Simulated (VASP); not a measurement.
ScC (relaxed from the wurtzite structure, space group P6_3/mmc): computed properties

Method: LDA (Ceperley-Alder, Perdew-Zunger), VASP's LDA PAW potentials (set 64) (plane waves; VASP).

```json
{
  "space_group": "P6_3/mmc (194)",
  "cell": "a = b = 3.887 Å, c = 4.499 Å, α = β = 90.00°, γ = 120.00°",
  "volume_per_atom": "14.72 Å³/atom",
  "band gap (over mesh and band path)": "none (metal, semimetal or under 0.01 eV)",
  "density": "3.21 g/cm³"
}
```

```cif
data_C2Sc2
_chemical_formula_sum 'Sc2 C2'
_space_group_name_H-M_alt 'P 1'
_space_group_IT_number 1
_cell_length_a 3.88683
_cell_length_b 3.88683
_cell_length_c 4.49888
_cell_angle_alpha 90.000
_cell_angle_beta 90.000
_cell_angle_gamma 120.000
loop_
_space_group_symop_operation_xyz
  'x, y, z'
loop_
_atom_site_label
_atom_site_type_symbol
_atom_site_fract_x
_atom_site_fract_y
_atom_site_fract_z
_atom_site_occupancy
Sc1 Sc 0.33333 0.66667 0.93749 1
Sc2 Sc 0.66667 0.33333 0.43749 1
C1 C 0.33333 0.66667 0.43751 1
C2 C 0.66667 0.33333 0.93751 1
```

The structure was generated: ScC was put into the wurtzite type (P6_3mc), which need not be its known phase. It was relaxed first, which changed the volume by -36 %. The relaxed cell has space group P6_3/mmc. Symmetry was kept, so distortions that lower it aren't found.
